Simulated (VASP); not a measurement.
Computed with LDA (Ceperley-Alder, Perdew-Zunger), VASP's LDA PAW potentials (set 64) (plane waves; VASP).

The input files of a VASP run:

File POSCAR:
```
TaAs
1.0
 -1.7562510000   1.7562510000   5.9852990000
  1.7562510000  -1.7562510000   5.9852990000
  1.7562510000   1.7562510000  -5.9852990000
Ta As
2 2
Cart
  1.7562510000   0.0000000000   5.9849398821
 -0.0000000000   0.0000000000   8.9775893821
  1.7562510000   0.0000000000   0.9891305127
  0.0000000000  -0.0000000000   3.9817800127
```

### INCAR
```
SYSTEM = TaAs
PREC = Accurate
ENCUT = 180
EDIFF = 1E-03
NELM = 100
ALGO = Normal
LREAL = .FALSE.
LASPH = .TRUE.
ISMEAR = 1
SIGMA = 0.2
LMAXMIX = 6
LWAVE = .FALSE.
LCHARG = .FALSE.
ISIF = 3
IBRION = 2
NSW = 50
EDIFFG = -0.01
```

**KPOINTS**
```
Regular mesh
0
G
 1 1 1
0.5 0.5 0.5
```

POTCAR, in this order: Ta_pv As (LDA.64 set). Program: vasp_std.

What VASP printed:

### OUTCAR
```
 ion  position               nearest neighbor table
   1  0.500  1.000  0.500-   4 2.66   4 2.66   3 2.67   3 2.67   3 2.67   3 2.67   2 3.47   2 3.47
                             2 3.47   2 3.47
   2  0.750  0.750  0.000-   3 2.66   3 2.66   4 2.67   4 2.67   4 2.67   4 2.67   1 3.47   1 3.47
                             1 3.47   1 3.47
   3  0.083  0.583  0.500-   2 2.66   2 2.66   1 2.67   1 2.67   1 2.67   1 2.67
   4  0.333  0.333  0.000-   1 2.66   1 2.66   2 2.67   2 2.67   2 2.67   2 2.67
  LATTYP: Found a body centered tetragonal cell.
 ALAT       =     3.5125020000
 C/A-ratio  =     3.4079974901
 Subroutine PRICEL returns:
 Original cell was already a primitive cell.
 Subroutine GETGRP returns: Found  8 space group operations
The static configuration has the point symmetry C_2v.
 The point group associated with its full space group is C_4v.
The dynamic configuration has the point symmetry C_2v.
 Subroutine INISYM returns: Found  8 space group operations
 Subroutine IBZKPT returns following result:
 Found      1 irreducible k-points:

 Following reciprocal coordinates:
            Coordinates               Weight
  0.500000  0.500000  0.500000      1.000000
   k-points           NKPTS =      1   k-points in BZ     NKDIM =      1   number of bands    NBANDS=     20
   number of dos      NEDOS =    301   number of ions     NIONS =      4
   total plane-waves  NPLWV =  21952
   dimension x,y,z NGX =    28 NGY =   28 NGZ =   28
   dimension x,y,z NGXF=    56 NGYF=   56 NGZF=   56
   ions per type =               2   2
   PREC   = accura    normal or accurate (medium, high low for compatibility)
   ISTART =      0    job   : 0-new  1-cont  2-samecut
   ICHARG =      2    charge: 1-file 2-atom 10-const
   ISPIN  =      1    spin polarized calculation?
   LNONCOLLINEAR =      F non collinear calculations
   LSORBIT =      F    spin-orbit coupling
   INIWAV =      1    electr: 0-lowe 1-rand  2-diag
   ENCUT  =  180.0 eV  13.23 Ry    3.64 a.u.   7.09  7.09  7.09*2*pi/ulx,y,z
   NELM   =    100;   NELMIN=  2; NELMDL= -5     # of ELM steps
   EDIFF  = 0.1E-02   stopping-criterion for ELM
   LREAL  =      F    real-space projection
   NLSPLINE    = F    spline interpolate recip. space projectors
   LMAXMIX     =    6 max onsite mixed and CHGCAR
   VOSKOWN=      0    Vosko Wilk Nusair interpolation
   EDIFFG = -.1E-01   stopping-criterion for IOM
   NSW    =     50    number of steps for IOM
   NBLOCK =      1;   KBLOCK =     50    inner block; outer block
   IBRION =      2    ionic relax: 0-MD 1-quasi-New 2-CG
   NFREE  =      1    steps in history (QN), initial steepest desc. (CG)
   ISIF   =      3    stress and relaxation
   ISYM   =      2    0-nonsym 1-usesym 2-fastsym
   TEIN   =    0.0    initial temperature
   TEBEG  =    0.0;   TEEND  =   0.0 temperature during run
   SMASS  =  -3.00    Nose mass-parameter (am)
   PSTRESS=    0.0 pullay stress
   NELECT =      32.0000    total number of electrons
   EFERMI =   0.00;   METHOD = LEGACY
   ISMEAR =     1;   SIGMA  =   0.20  broadening in eV -4-tet -1-fermi 0-gaus
   IALGO  =     38    algorithm
   LDIAG  =      T    sub-space diagonalisation (order eigenvalues)
   IMIX   =      4    mixing-type and parameters
     AMIX     =   0.40;   BMIX     =  1.00
     AMIX_MAG =   1.60;   BMIX_MAG =  1.00
     AMIN     =   0.10
   GGA     = CA    functional components
   VOSKOWN =     0    Vosko Wilk Nusair interpolation
   LHFCALC =     F    Hartree Fock is set to
   LHFONE  =     F    Hartree Fock one center treatment
   AEXX    =    0.0000 exact exchange contribution
   IVDW    =     0    specifies the selected vdW correction
   LEPSILON=     F    determine dielectric tensor
   LRPA    =     F    only Hartree local field effects (RPA)
  energy-cutoff  :      180.00
  volume of cell :       73.84
      direct lattice vectors                 reciprocal lattice vectors
    -1.756251000  1.756251000  5.985299000     0.000000000  0.284697347  0.083538015
...
```

### OSZICAR
```
...
  28 F= -.35633030E+02 E0= -.35640760E+02  d E =-.232030E-04
       N       E                     dE             d eps       ncg     rms          rms(c)
DAV:   1    -0.356331224327E+02   -0.93039E-04   -0.27794E-03    32   0.465E-01    0.510E-02
DAV:   2    -0.356330869783E+02    0.35454E-04   -0.14695E-04    20   0.105E-01
  29 F= -.35633087E+02 E0= -.35640818E+02  d E =-.574578E-04
       N       E                     dE             d eps       ncg     rms          rms(c)
DAV:   1    -0.356332287219E+02   -0.10629E-03   -0.16821E-02    40   0.112E+00    0.147E-01
DAV:   2    -0.356329562244E+02    0.27250E-03   -0.78559E-04    20   0.239E-01
  30 F= -.35632956E+02 E0= -.35640687E+02  d E =0.732962E-04
       N       E                     dE             d eps       ncg     rms          rms(c)
DAV:   1    -0.356330658497E+02    0.16287E-03   -0.36999E-03    40   0.499E-01    0.833E-02
DAV:   2    -0.356330136881E+02    0.52162E-04   -0.23364E-04    20   0.117E-01
  31 F= -.35633014E+02 E0= -.35640744E+02  d E =0.158325E-04
       N       E                     dE             d eps       ncg     rms          rms(c)
DAV:   1    -0.356331292303E+02   -0.63381E-04   -0.30528E-03    32   0.488E-01    0.590E-02
DAV:   2    -0.356330871531E+02    0.42077E-04   -0.18176E-04    20   0.115E-01
  32 F= -.35633087E+02 E0= -.35640818E+02  d E =-.576325E-04
       N       E                     dE             d eps       ncg     rms          rms(c)
DAV:   1    -0.356330799539E+02    0.49276E-04   -0.16046E-04    20   0.107E-01    0.142E-02
DAV:   2    -0.356330778450E+02    0.21090E-05   -0.32948E-05    20   0.420E-02
  33 F= -.35633078E+02 E0= -.35640808E+02  d E =-.483244E-04
       N       E                     dE             d eps       ncg     rms          rms(c)
DAV:   1    -0.356331190999E+02   -0.39146E-04   -0.18357E-03    28   0.334E-01    0.337E-02
DAV:   2    -0.356331045675E+02    0.14532E-04   -0.71206E-05    20   0.702E-02
  34 F= -.35633105E+02 E0= -.35640835E+02  d E =-.267226E-04
       N       E                     dE             d eps       ncg     rms          rms(c)
DAV:   1    -0.356332551175E+02   -0.13602E-03   -0.16593E-02    40   0.994E-01    0.114E-01
DAV:   2    -0.356330803313E+02    0.17479E-03   -0.50298E-04    20   0.184E-01
  35 F= -.35633080E+02 E0= -.35640811E+02  d E =-.248636E-05
       N       E                     dE             d eps       ncg     rms          rms(c)
DAV:   1    -0.356331750444E+02    0.80073E-04   -0.64597E-02    40   0.197E+00    0.224E-01
DAV:   2    -0.356324540459E+02    0.72100E-03   -0.19930E-03    24   0.365E-01
  36 F= -.35632454E+02 E0= -.35640185E+02  d E =0.623799E-03
       N       E                     dE             d eps       ncg     rms          rms(c)
DAV:   1    -0.356330951840E+02    0.79860E-04   -0.31671E-02    40   0.136E+00    0.175E-01
DAV:   2    -0.356328948998E+02    0.20028E-03   -0.89221E-04    24   0.244E-01
  37 F= -.35632895E+02 E0= -.35640625E+02  d E =0.182945E-03
       N       E                     dE             d eps       ncg     rms          rms(c)
DAV:   1    -0.356331397457E+02   -0.44562E-04   -0.69525E-03    40   0.645E-01    0.797E-02
DAV:   2    -0.356330371098E+02    0.10264E-03   -0.24773E-04    20   0.124E-01
  38 F= -.35633037E+02 E0= -.35640768E+02  d E =0.407351E-04
       N       E                     dE             d eps       ncg     rms          rms(c)
DAV:   1    -0.356330085204E+02    0.13123E-03   -0.86373E-05    20   0.537E-02    0.159E-02
DAV:   2    -0.356330084712E+02    0.49152E-07   -0.18954E-05    20   0.276E-02
  39 F= -.35633008E+02 E0= -.35640739E+02  d E =0.693737E-04
       N       E                     dE             d eps       ncg     rms          rms(c)
DAV:   1    -0.356331091746E+02   -0.10065E-03   -0.25845E-03    32   0.388E-01    0.422E-02
DAV:   2    -0.356330827788E+02    0.26396E-04   -0.73512E-05    20   0.677E-02
  40 F= -.35633083E+02 E0= -.35640813E+02  d E =-.743076E-04
       N       E                     dE             d eps       ncg     rms          rms(c)
DAV:   1    -0.356334166159E+02   -0.30744E-03   -0.23504E-02    40   0.115E+00    0.145E-01
DAV:   2    -0.356331182404E+02    0.29838E-03   -0.50272E-04    20   0.173E-01
  41 F= -.35633118E+02 E0= -.35640849E+02  d E =-.109769E-03
       N       E                     dE             d eps       ncg     rms          rms(c)
DAV:   1    -0.356334752509E+02   -0.58635E-04   -0.92206E-02    40   0.229E+00    0.292E-01
DAV:   2    -0.356322140731E+02    0.12612E-02   -0.20042E-03    32   0.345E-01    0.129E-01
DAV:   3    -0.356317302487E+02    0.48382E-03   -0.13247E-03    20   0.217E-01
  42 F= -.35631730E+02 E0= -.35639461E+02  d E =0.127822E-02
       N       E                     dE             d eps       ncg     rms          rms(c)
DAV:   1    -0.356339940578E+02   -0.17800E-02   -0.68409E-02    40   0.197E+00    0.272E-01
DAV:   2    -0.356332095532E+02    0.78450E-03   -0.15302E-03    24   0.302E-01
  43 F= -.35633210E+02 E0= -.35640940E+02  d E =-.201082E-03
       N       E                     dE             d eps       ncg     rms          rms(c)
DAV:   1    -0.356330341413E+02    0.95992E-03   -0.12584E-03    24   0.263E-01    0.465E-02
DAV:   2    -0.356329995937E+02    0.34548E-04   -0.23947E-04    20   0.940E-02
  44 F= -.35633000E+02 E0= -.35640730E+02  d E =0.887752E-05
       N       E                     dE             d eps       ncg     rms          rms(c)
DAV:   1    -0.356331434219E+02   -0.10928E-03   -0.33187E-03    32   0.536E-01    0.723E-02
DAV:   2    -0.356330870002E+02    0.56422E-04   -0.20371E-04    20   0.121E-01
  45 F= -.35633087E+02 E0= -.35640818E+02  d E =-.874065E-04
       N       E                     dE             d eps       ncg     rms          rms(c)
DAV:   1    -0.356333373007E+02   -0.19388E-03   -0.18169E-02    40   0.123E+00    0.185E-01
DAV:   2    -0.356330245907E+02    0.31271E-03   -0.85000E-04    20   0.252E-01
  46 F= -.35633025E+02 E0= -.35640755E+02  d E =-.249970E-04
       N       E                     dE             d eps       ncg     rms          rms(c)
DAV:   1    -0.356329477068E+02    0.38959E-03   -0.47913E-03    40   0.564E-01    0.721E-02
DAV:   2    -0.356328583202E+02    0.89387E-04   -0.24287E-04    20   0.128E-01
  47 F= -.35632858E+02 E0= -.35640589E+02  d E =0.166270E-03
       N       E                     dE             d eps       ncg     rms          rms(c)
DAV:   1    -0.356328555986E+02    0.92108E-04   -0.45617E-04    20   0.177E-01    0.286E-02
DAV:   2    -0.356328590854E+02   -0.34868E-05   -0.52880E-05    20   0.527E-02
  48 F= -.35632859E+02 E0= -.35640590E+02  d E =0.165505E-03
       N       E                     dE             d eps       ncg     rms          rms(c)
DAV:   1    -0.356329052520E+02   -0.49653E-04   -0.74073E-04    20   0.232E-01    0.305E-02
DAV:   2    -0.356329020386E+02    0.32135E-05   -0.95041E-05    20   0.770E-02
  49 F= -.35632902E+02 E0= -.35640633E+02  d E =0.122552E-03
       N       E                     dE             d eps       ncg     rms          rms(c)
DAV:   1    -0.356329238805E+02   -0.18628E-04   -0.30770E-04    20   0.147E-01    0.182E-02
DAV:   2    -0.356329214978E+02    0.23827E-05   -0.46345E-05    20   0.534E-02
  50 F= -.35632921E+02 E0= -.35640652E+02  d E =0.103093E-03
```

### OUTCAR
```
------------------------ aborting loop because EDIFF is reached ----------------------------------------
  FORCE on cell =-STRESS in cart. coord.  units (eV):
  Direction    XX          YY          ZZ          XY          YZ          ZX
  --------------------------------------------------------------------------------------
  Total       -0.1760555     -0.1760555     -0.2296046      0.0000000      0.0000000      0.0000000
  in kB       -4.0495084     -4.0495084     -5.2812074      0.0000000      0.0000000      0.0000000
  external PRESSURE =      -4.4600747 kB  Pullay stress =       0.0000000 kB
  volume of cell :       69.66
      direct lattice vectors                 reciprocal lattice vectors
    -1.836263555  1.836263555  5.164496095     0.000000000  0.272292068  0.096814866
     1.836263555 -1.836263555  5.164496095     0.272292068  0.000000000  0.096814866
     1.836263555  1.836263555 -5.164496095     0.272292068  0.272292068  0.000000000
 POSITION                                       TOTAL-FORCE (eV/Angst)
 -----------------------------------------------------------------------------------
      1.83626      0.00000      5.02888         0.000000     -0.000000     -0.040968
      0.00000      0.00000      7.61113        -0.000000      0.000000     -0.040968
      1.83626     -0.00000      0.98879         0.000000     -0.000000      0.040968
      1.83626      1.83626     -1.59346        -0.000000      0.000000      0.040968
 -----------------------------------------------------------------------------------
    total drift:                                0.000008      0.000008     -0.020871
  FREE ENERGIE OF THE ION-ELECTRON SYSTEM (eV)
  ---------------------------------------------------
  free  energy   TOTEN  =       -35.6329214978 eV

  energy  without entropy=      -35.6561131192  energy(sigma->0) =      -35.64065204
```
(Selected blocks of OUTCAR.)

File CONTCAR:
```
TaAs
   1.00000000000000
    -1.8362635548000250    1.8362635548000250    5.1644960953037060
     1.8362635548000250   -1.8362635548000250    5.1644960953037060
     1.8362635548000250    1.8362635548000250   -5.1644960953037060
  Ta              As
     2     2
Direct
     0.4868705453041856    0.9868705453041852    0.5000000000000000
     0.7368705453041852    0.7368705453041852    0.0000000000000000
     0.0957294546958136    0.5957294546958142    0.5000000000000000
     0.3457294546958137    0.3457294546958137    1.0000000000000000
```

**stdout**
```
...
 step:   0.5906(harm=  0.5906)  dis= 0.00064  next Energy=   -35.633254 (dE=-0.255E-03)
 bond charge predicted
       N       E                     dE             d eps       ncg     rms          rms(c)
DAV:   1    -0.356333373007E+02   -0.19388E-03   -0.18169E-02    40   0.123E+00    0.185E-01
DAV:   2    -0.356330245907E+02    0.31271E-03   -0.85000E-04    20   0.252E-01
  46 F= -.35633025E+02 E0= -.35640755E+02  d E =-.249970E-04
 curvature:  -0.30 expect dE=-0.146E-03 dE for cont linesearch -0.281E-05
 trial: gam= 0.46924 g(F)=  0.371E-03 g(S)=  0.124E-03 ort = 0.906E-04 (trialstep = 0.258E+00)
 search vector abs. value=  0.770E-03
 bond charge predicted
       N       E                     dE             d eps       ncg     rms          rms(c)
DAV:   1    -0.356329477068E+02    0.38959E-03   -0.47913E-03    40   0.564E-01    0.721E-02
DAV:   2    -0.356328583202E+02    0.89387E-04   -0.24287E-04    20   0.128E-01
  47 F= -.35632858E+02 E0= -.35640589E+02  d E =0.166270E-03
 trial-energy change:    0.000166  1 .order   -0.000051   -0.000139    0.000037
 step:   0.2032(harm=  0.2032)  dis= 0.00033  next Energy=   -35.633079 (dE=-0.546E-04)
 bond charge predicted
       N       E                     dE             d eps       ncg     rms          rms(c)
DAV:   1    -0.356328555986E+02    0.92108E-04   -0.45617E-04    20   0.177E-01    0.286E-02
DAV:   2    -0.356328590854E+02   -0.34868E-05   -0.52880E-05    20   0.527E-02
  48 F= -.35632859E+02 E0= -.35640590E+02  d E =0.165505E-03
 curvature:  -0.15 expect dE=-0.250E-03 dE for cont linesearch -0.333E-04
 ZBRENT: interpolating
 opt :   0.1141  next Energy=   -35.632878 (dE= 0.147E-03)
 bond charge predicted
       N       E                     dE             d eps       ncg     rms          rms(c)
DAV:   1    -0.356329052520E+02   -0.49653E-04   -0.74073E-04    20   0.232E-01    0.305E-02
DAV:   2    -0.356329020386E+02    0.32135E-05   -0.95041E-05    20   0.770E-02
  49 F= -.35632902E+02 E0= -.35640633E+02  d E =0.122552E-03
 curvature:  -0.08 expect dE=-0.157E-03 dE for cont linesearch -0.166E-04
 ZBRENT: bisectioning
 opt :   0.0571  next Energy=   -35.632924 (dE= 0.100E-03)
 bond charge predicted
       N       E                     dE             d eps       ncg     rms          rms(c)
DAV:   1    -0.356329238805E+02   -0.18628E-04   -0.30770E-04    20   0.147E-01    0.182E-02
DAV:   2    -0.356329214978E+02    0.23827E-05   -0.46345E-05    20   0.534E-02
  50 F= -.35632921E+02 E0= -.35640652E+02  d E =0.103093E-03
 curvature:  -0.11 expect dE=-0.186E-03 dE for cont linesearch -0.166E-04
 ZBRENT: bisectioning
 opt :   0.0285  next Energy=   -35.632931 (dE= 0.937E-04)
```

Convergence was not reached.

The run did not end as a converged relaxation. At this cut-off the stress carries a Pulay error, which pulls relaxed volumes low. Energy and stress use the plane-wave basis of the starting cell.

The structure comes from a computed database's TaAs entry; how it stands against other phases isn't given here. This run relaxes it. Symmetry was kept, so distortions that lower it aren't found. The k-mesh is coarse (spacing up to 2.42 per Å, 2π included), so the numbers may not be converged in it. The run is one of a series of settings (EDIFF = 1E-03, EDIFFG = -0.01, ENCUT = 180, IBRION = 2, ISIF = 3, ISMEAR = 1, NSW = 50, SIGMA = 0.2, KPOINTS 1×1×1 Γ-centred mesh shifted by (0.5, 0.5, 0.5) against the base run), some of them coarse on purpose.
